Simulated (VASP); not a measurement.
BeZn2Se3:

```xyz
12
Lattice="5.7750 -3.3350 0.0000 5.7750 3.3350 0.0000 0.0000 0.0000 6.2900" Properties=species:S:1:pos:R:3 pbc="T T T"
Be    5.7750   -2.2011    6.2585
Be    5.7750    2.2011    3.1136
Zn    7.7385    1.0672    0.0000
Zn    3.8115    1.0672    0.0000
Zn    3.8115   -1.0672    3.1450
Zn    7.7385   -1.0672    3.1450
Se    3.9848   -1.2006    5.5981
Se    7.5652   -1.2006    5.5981
Se    5.7750    2.4012    5.4409
Se    3.9848    1.2006    2.4531
Se    7.5652    1.2006    2.4531
Se    5.7750   -2.4012    2.2959
```

The cell was built by a generator and needn't be a form met in nature.

| Property | Result |
| --- | --- |
| Program | VASP 6.6.1 |
| Task | relaxation of cell and atoms |
| Functional | PBE |
| Potentials or basis | VASP PAW PBE potentials, release 64 (Be, Zn, Se) |
| Cutoff | 520 eV |
| k mesh | 3 × 3 × 2 |
| Occupations | gaussian, width 0.15 eV |
| Spin | no spin polarisation |

At the start: pressure 4.5 GPa; volume 20.19 Å³/atom.

Question: Where does the relaxation end?

Answer: Over 11 steps the energy falls by 35.5 meV/atom and the volume is 21.28 Å³/atom (+5.4 %); space group Cmc2_1 (No. 36, to 0.05 Å).

Step by step:
```
step  energy change (eV)  largest force (eV/Å)  pressure (GPa)  volume (Å³)
   1              0.0000                0.9025            4.53       242.29
   2             -0.3155                0.3824           -1.26       262.83
   3             -0.3236                0.4434           -0.92       259.94
   4             -0.3236                0.4520           -0.47       259.53
   5             -0.3813                0.2774           -0.38       257.88
   6             -0.4106                0.1441           -0.07       256.31
   7             -0.3887                0.4103            0.65       253.18
   8             -0.4155                0.1646            0.06       255.42
   9             -0.4155                0.1826            0.05       255.23
  10             -0.4232                0.0937            0.20       255.27
  11             -0.4258                0.0578            0.17       255.31
```

Final structure:
```
Be Zn Se
1.0
     5.86394   -3.38617    0.00000
     5.86394    3.38617    0.00000
     0.00000    0.00000    6.42907
Be Zn Se
2 4 6
Direct
  0.84270 0.15730 0.00318
  0.15730 0.84270 0.50318
  0.49513 0.83192 0.00204
  0.16808 0.50487 0.00204
  0.50487 0.16808 0.50204
  0.83192 0.49513 0.50204
  0.52547 0.16452 0.88760
  0.83548 0.47453 0.88760
  0.14463 0.85537 0.85754
  0.16452 0.52547 0.38760
  0.47453 0.83548 0.38760
  0.85537 0.14463 0.35754
```

Caveat: the k mesh is coarse (spacing up to 0.50 Å⁻¹), so the values aren't converged.
